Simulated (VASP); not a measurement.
A convergence study with VASP on BN (zinc blende): one setting is varied, all else stays as given below, so the limit is that of these other settings.

```yaml
crystal:
  lattice:
    - [0.00000, 1.80750, 1.80750]
    - [1.80750, 0.00000, 1.80750]
    - [1.80750, 1.80750, 0.00000]
  atoms:
    - { symbol: B, position: [0.00000, 0.00000, 0.00000] }
    - { symbol: N, position: [0.25000, 0.25000, 0.25000] }
```

Method: PBE GGA, VASP's PBE PAW potentials (set 64) (plane waves; VASP). The tightest run used: 700 eV cut-off, 22×22×22 Γ-centred mesh, tetrahedra with Blöchl corrections, potentials B N.

Gaps are read on the run's mesh, which can miss a band edge.

```csv
setting,E (eV/atom),pressure (GPa),gap on the mesh (eV),irreducible k-points
3×3×3 mesh,-8.5419,6.46,5.606,4
4×4×4 mesh,-8.6914,3.72,4.434,8
5×5×5 mesh,-8.7203,3.19,4.938,10
6×6×6 mesh,-8.7266,3.07,4.457,16
```

Task: These are the cheaper rows. Estimate the results at 22×22×22 mesh, and how far the last row shown lies from them.

Result: 
```json
[
 {"quantity": "E (eV/atom)", "tightest run": "-8.7286", "last row shown is off by": "0.0020"},
 {"quantity": "pressure (GPa)", "tightest run": "3.03", "last row shown is off by": "0.04"},
 {"quantity": "gap on the mesh (eV)", "tightest run": "4.459", "last row shown is off by": "-0.002"}
]
```

Left out are rungs that failed or repeat a setting and relaxations that didn't move; long series are thinned to 24 rows.

The compound is BN in the zinc blende structure. The cell was not relaxed at this level.
